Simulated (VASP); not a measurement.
Here is the system:

```xyz
2
Lattice="0.0000 3.2337 3.2337 3.2337 0.0000 3.2337 3.2337 3.2337 0.0000" Properties=species:S:1:pos:R:3 pbc="T T T"
Te     3.2337     3.2337     3.2337
Pb     3.2337     3.2337     0.0000
```

Level of theory: PBE GGA with D3 dispersion (Becke-Johnson damping), VASP's PBE PAW potentials (set 64) (plane waves; VASP). Run with 520 eV cut-off, 8×8×8 Γ-centred mesh, tetrahedra with Blöchl corrections, potentials Te Pb_d.

Task: The job: PbTe (rock salt), 2 atoms, PBE-D3(BJ), static run, 520 eV, 8×8×8 Γ-centred mesh. Roughly how much core time does it take on a busy server core?

Result: About 10 core-seconds (one run on a shared machine, a rough figure). It had 29 irreducible k-points, 14 bands, up to 1841 plane waves and 14 electronic steps.

The compound is PbTe in the rock salt structure. It was relaxed first.
